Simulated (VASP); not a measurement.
CeC:

```
Ce C
1.0
     0.00000    2.59607    2.59607
     2.59607    0.00000    2.59607
     2.59607    2.59607    0.00000
Ce C
1 1
Direct
  0.00000 0.00000 0.00000
  0.50000 0.50000 0.50000
```

The cell comes from a database or a generator and needn't be the stable form of this composition.

```yaml
Program: VASP 6.6.1
Task: single point
Functional: PBE
Potentials_or_basis: VASP PAW PBE potentials, release 64 (Ce, C)
Cutoff: 520 eV
k_mesh: 9 × 9 × 9
Occupations: fermi-dirac, width 0.05 eV
Spin: collinear spin, ferromagnetic start
Starting_moments: "[1.0, 0.0] μB"
```

On this cell: pressure -0.2 GPa; largest force zero by symmetry; net moment 0.00 μB per cell; band gap on the k mesh none (metal or under the smearing width).

The same run follows on a disturbed copy (atoms moved at random, drawn with an rms of 0.05 Å):

```
CELL_PARAMETERS angstrom
0.00000 2.59607 2.59607
2.59607 0.00000 2.59607
2.59607 2.59607 0.00000
ATOMIC_POSITIONS crystal
Ce 0.00853 0.99727 0.00191
C 0.49992 0.50211 0.50278
```

Q: What does the disturbed cell give?

A: The energy (extrapolated to zero smearing) moves by +0.0 meV/atom; pressure -0.1 GPa; largest force 0.003 eV/Å; net moment 0.00 μB per cell; band gap on the k mesh none (metal or under the smearing width).

Forces in eV/Å, atoms in the order of the input:
```
Ce  -0.002  0.002  0.001
C    0.002 -0.002 -0.001
```

Caveats: the magnetic or orbital state may not be the lowest; spin-orbit coupling is left out, which moves the levels of the heavy elements; without U or exact exchange the open f shell lies at the Fermi level, which spoils levels, moments and volumes.
